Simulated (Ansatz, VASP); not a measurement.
**One calculation of Be2CdS2, two programs**

```xyz
5
Lattice="3.4503 0.0000 0.0000 -1.7251 2.9880 0.0000 0.0000 0.0000 10.2651" Properties=species:S:1:pos:R:3 pbc="T T T"
Be    0.0000    1.9920    4.3383
Be    1.7251    0.9960    5.9267
Cd    0.0000    0.0000    0.0000
S     0.0000    1.9920    6.5403
S     1.7251    0.9960    3.7247
```

Change from the starting cell: species swapped into the MgAl2C2 type (P-3m1, No. 164).

Alike in both runs: functional PBE; k mesh 12 × 12 × 4; occupations gaussian, width 0.1 eV; no spin polarisation.

Ansatz relaxed the structure, and its values are those at the end. VASP's run is a single point on that final structure, the one shown.

```csv
,VASP,Ansatz
version,VASP 6.6.1,Ansatz 0.2.0
potentials or method,"VASP PAW PBE potentials, release 64 (Be, Cd, S)","scalar-relativistic, plane waves, PAW"
plane-wave cutoff (eV),520,420
valence electrons in the cell,28,36
```

|  | VASP | Ansatz | Ansatz less VASP |
| --- | --- | --- | --- |
| gap on the k mesh at the Fermi level (eV) | none | none | - |
| pressure (GPa) | 0.0 | 0.0 | 0.00 |
| rms of the force components (eV/Å) | 0.010 | 0.001 | -0.0081 |

A gap of «none» marks a metal or a gap that the smearing closes. The two sets of potentials don't hold the same shells in valence.
